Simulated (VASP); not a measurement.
Crystal: GaAs.

```
Ga As
1.0
     0.00000    2.82685    2.82685
     2.82685    0.00000    2.82685
     2.82685    2.82685    0.00000
Ga As
1 1
Direct
  0.00000 0.00000 0.00000
  0.25000 0.25000 0.25000
```

```yaml
Program: VASP 6.6.1
Task: relaxation of cell and atoms
Functional: PBE
Potentials_or_basis: VASP PAW PBE potentials, release 64 (Ga_d, As)
Cutoff: 600 eV
k_mesh: 10 × 10 × 10
Occupations: gaussian, width 0.03 eV
Spin: no spin polarisation
```

At the start: pressure 3.4 GPa; volume 22.59 Å³/atom.

**Question.** How do energy, volume and symmetry change on relaxing?

**Answer.** Over 3 steps the energy falls by 12.1 meV/atom and the volume is 23.77 Å³/atom (+5.2 %); space group F-43m (No. 216, to 0.05 Å).

Step by step:
```
step  energy change (eV)  largest force (eV/Å)  pressure (GPa)  volume (Å³)
   1              0.0000                0.0000            3.45        45.18
   2             -0.0210                0.0000           -1.02        48.43
   3             -0.0241                0.0000           -0.06        47.53
```

Final structure:
```cif
data_structure
_symmetry_space_group_name_H-M 'P 1'
_symmetry_Int_Tables_number 1
_cell_length_a 4.0660
_cell_length_b 4.0660
_cell_length_c 4.0660
_cell_angle_alpha 60.000
_cell_angle_beta 60.000
_cell_angle_gamma 60.000
_cell_volume 47.53
loop_
_atom_site_label
_atom_site_type_symbol
_atom_site_fract_x
_atom_site_fract_y
_atom_site_fract_z
_atom_site_occupancy
Ga1 Ga 0.00000 0.00000 0.00000 1
As1 As 0.25000 0.25000 0.25000 1
```
